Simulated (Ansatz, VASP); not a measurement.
One calculation of LuHfF, two programs

```
Lu Hf F
1.0
     3.67011    0.00000    0.00000
    -1.83506    3.17841    0.00000
     0.00000    0.00000    5.83896
Lu Hf F
1 1 1
Direct
  0.00000 0.00000 0.00000
  0.33333 0.66667 0.50000
  0.66667 0.33333 0.50000
```

Change from the starting cell: species swapped into the EuGaSi type (P-6m2, No. 187).

Alike in both runs: functional PBE; k mesh 12 × 12 × 8; occupations gaussian, width 0.1 eV; no spin polarisation.

Ansatz relaxed the structure, and its values are those at the end. VASP's run is a single point on that final structure, the one shown.

|  | VASP | Ansatz |
| --- | --- | --- |
| version | VASP 6.6.1 | Ansatz 0.2.0 |
| potentials or method | VASP PAW PBE potentials, release 64 (Lu, Hf_pv, F) | scalar-relativistic, plane waves, PAW |
| plane-wave cutoff (eV) | 520 | 420 |
| valence electrons in the cell | 42 | 58 |

|  | VASP | Ansatz | Ansatz less VASP |
| --- | --- | --- | --- |
| gap on the k mesh at the Fermi level (eV) | none | none | - |
| pressure (GPa) | -0.9 | 0.0 | +0.92 |

A gap of «none» marks a metal or a gap that the smearing closes. The two sets of potentials don't hold the same shells in valence.

Spin-orbit coupling is left out, which matters for the levels of Hf, Lu.
